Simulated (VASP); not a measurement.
Here is the system:

```
CELL_PARAMETERS angstrom
      0.00000     3.10080     3.10080
      3.10080     0.00000     3.10080
      3.10080     3.10080     0.00000
ATOMIC_POSITIONS crystal
  Sr 0.00000 0.00000 0.00000
```

Level of theory: PBE GGA, VASP's PBE PAW potentials (set 64) (plane waves; VASP 6.6.1). Settings: 400 eV cut-off, 8×8×8 Γ-centred mesh, first-order Methfessel-Paxton smearing of 0.10 eV, potentials Sr_sv.

Energy and stress use the plane-wave basis of the starting cell.

Task: The ions, cell shape and volume are relaxed. Give the cell that the relaxation ends in.

Result: 
```
CELL_PARAMETERS angstrom
      0.00000     3.00673     3.00673
      3.00673     0.00000     3.00673
      3.00673     3.00673     0.00000
ATOMIC_POSITIONS crystal
  Sr 0.00000 0.00000 0.00000
```
Space group Fm-3m (225), at a tolerance of 0.03 Å.

Task: How do energy and volume change from the first to the last step?

Result: The energy (σ→0) changes by -16.6 meV/atom and the volume by -8.8 %, in 4 ionic steps.

The compound is Sr in the fcc structure. This run relaxes it. Symmetry was kept, so distortions that lower it aren't found.
